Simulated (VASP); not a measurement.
Level of theory: PBE GGA with D4 dispersion, VASP's PBE PAW potentials (set 64) (plane waves; VASP).

A VASP calculation is set up with these files.

File POSCAR:
```
Ru
1
    1.3525734497    -2.3427260907    -0.0000000000
    1.3525734497     2.3427260907    -0.0000000000
   -0.0000000000     0.0000000000     4.2658500103
Ru
2
Direct
  0.3333330000   0.6666670000   0.2500000000
  0.6666670000   0.3333330000   0.7500000000
```

### KPOINTS
```
Automatic mesh
0
Gamma
17 17 10
0 0 0
```

INCAR:
```
# general
SYSTEM  = Ru
PREC    = Accurate
ENCUT   = 520
LREAL   = .False.
LASPH   = .True.

# electronic loop
EDIFF   = 1E-7
NELM    = 100
ALGO    = Normal
LMAXMIX = 4

# smearing
ISMEAR  = -5

# functional
GGA     = PE
IVDW    = 13

# ions
ISIF    = 2

# output
LWAVE   = .False.
LCHARG  = .True.
LORBIT  = 11
NEDOS   = 601
```

POTCAR, in this order: Ru_pv (PBE.64 set). Program: vasp_std.

The run wrote:

File OUTCAR:
```
 ion  position               nearest neighbor table
   1  0.333  0.667  0.250-   2 2.64   2 2.64   2 2.64   2 2.64   2 2.64   2 2.64
   2  0.667  0.333  0.750-   1 2.64   1 2.64   1 2.64   1 2.64   1 2.64   1 2.64
  LATTYP: Found a hexagonal cell.
 ALAT       =     2.7051470335
 C/A-ratio  =     1.5769383170
 Subroutine PRICEL returns:
 Original cell was already a primitive cell.
 Subroutine GETGRP returns: Found 24 space group operations
The static configuration has the point symmetry D_3d.
 The point group associated with its full space group is D_6h.
The dynamic configuration has the point symmetry D_3d.
 Subroutine INISYM returns: Found 24 space group operations
 Subroutine IBZKPT returns following result:
 Found    198 irreducible k-points:

 Following reciprocal coordinates:
            Coordinates               Weight
  0.000000  0.000000  0.000000      1.000000
  0.058824  0.000000  0.000000      6.000000
  0.117647  0.000000  0.000000      6.000000
  0.176471  0.000000  0.000000      6.000000
  0.235294  0.000000  0.000000      6.000000
  0.294118  0.000000  0.000000      6.000000
  0.352941 -0.000000  0.000000      6.000000
  0.411765  0.000000  0.000000      6.000000
  0.470588  0.000000  0.000000      6.000000
  0.058824  0.058824  0.000000      6.000000
  0.117647  0.058824  0.000000     12.000000
  0.176471  0.058824  0.000000     12.000000
  0.235294  0.058824  0.000000     12.000000
  0.294118  0.058824  0.000000     12.000000
  0.352941  0.058824  0.000000     12.000000
  0.411765  0.058824  0.000000     12.000000
  0.470588  0.058824  0.000000      6.000000
  0.117647  0.117647  0.000000      6.000000
  0.176471  0.117647  0.000000     12.000000
  0.235294  0.117647  0.000000     12.000000
  0.294118  0.117647  0.000000     12.000000
  0.352941  0.117647  0.000000     12.000000
...
```

**OSZICAR**
```
       N       E                     dE             d eps       ncg     rms          rms(c)
DAV:   1     0.285662609284E+03    0.28566E+03   -0.18162E+04  7136   0.174E+03
DAV:   2    -0.130054415030E+02   -0.29867E+03   -0.29324E+03  7522   0.496E+02
DAV:   3    -0.197271342050E+02   -0.67217E+01   -0.65254E+01  7500   0.795E+01
DAV:   4    -0.197993847934E+02   -0.72251E-01   -0.72117E-01  8612   0.714E+00
DAV:   5    -0.198004964551E+02   -0.11117E-02   -0.11130E-02  7744   0.819E-01    0.179E+01
DAV:   6    -0.185522038797E+02    0.12483E+01   -0.33491E+00  7194   0.192E+01    0.480E+00
DAV:   7    -0.184653582765E+02    0.86846E-01   -0.27720E-01  7300   0.503E+00    0.111E+00
DAV:   8    -0.184569764670E+02    0.83818E-02   -0.71210E-03  7354   0.101E+00    0.174E-01
DAV:   9    -0.184569972850E+02   -0.20818E-04   -0.52999E-04  9194   0.246E-01    0.493E-02
DAV:  10    -0.184570055353E+02   -0.82503E-05   -0.17770E-05  7668   0.438E-02    0.126E-02
DAV:  11    -0.184570107380E+02   -0.52027E-05   -0.11871E-06  7852   0.103E-02    0.368E-03
DAV:  12    -0.184570101349E+02    0.60312E-06   -0.55193E-08  4100   0.239E-03    0.644E-04
DAV:  13    -0.184570099952E+02    0.13960E-06   -0.11450E-08  3640   0.996E-04    0.491E-04
DAV:  14    -0.184570099978E+02   -0.25725E-08   -0.38365E-09  3602   0.584E-04
   1 F= -.19511827E+02 E0= -.19511827E+02  d E =0.000000E+00
```

**OUTCAR**
```
------------------------ aborting loop because EDIFF is reached ----------------------------------------
  Edisp (eV):   -1.05482
  FORCE on cell =-STRESS in cart. coord.  units (eV):
  Direction    XX          YY          ZZ          XY          YZ          ZX
  --------------------------------------------------------------------------------------
  Total      -0.02618    -0.02618     0.04533    -0.00000     0.00000     0.00000
  in kB      -1.55174    -1.55174     2.68622    -0.00000     0.00000     0.00000
  external pressure =       -0.14 kB  Pullay stress =        0.00 kB
  volume of cell :       27.03
      direct lattice vectors                 reciprocal lattice vectors
     1.352573450 -2.342726091  0.000000000     0.369665692 -0.213426573  0.000000000
     1.352573450  2.342726091  0.000000000     0.369665692  0.213426573  0.000000000
     0.000000000  0.000000000  4.265850010     0.000000000  0.000000000  0.234419869
 POSITION                                       TOTAL-FORCE (eV/Angst)
 -----------------------------------------------------------------------------------
      1.35257      0.78091      1.06646         0.000000     -0.000000      0.000000
      1.35257     -0.78091      3.19939        -0.000000      0.000000      0.000000
 -----------------------------------------------------------------------------------
    total drift:                               -0.000000      0.000506     -0.000045
  FREE ENERGIE OF THE ION-ELECTRON SYSTEM (eV)
  ---------------------------------------------------
  free  energy   TOTEN  =       -19.5118272853 eV

  energy  without entropy=      -19.5118272853  energy(sigma->0) =      -19.51182729

 total charge

# of ion       s       p       d       tot
------------------------------------------
    1        0.408   6.317   5.953  12.679
    2        0.408   6.317   5.953  12.679
--------------------------------------------------
tot          0.816  12.635  11.907  25.358
```
(Selected blocks of OUTCAR.)

For a metal the tetrahedron method with Blöchl corrections gives inexact stress and forces.

The compound is Ru in the hcp structure. It was relaxed first.
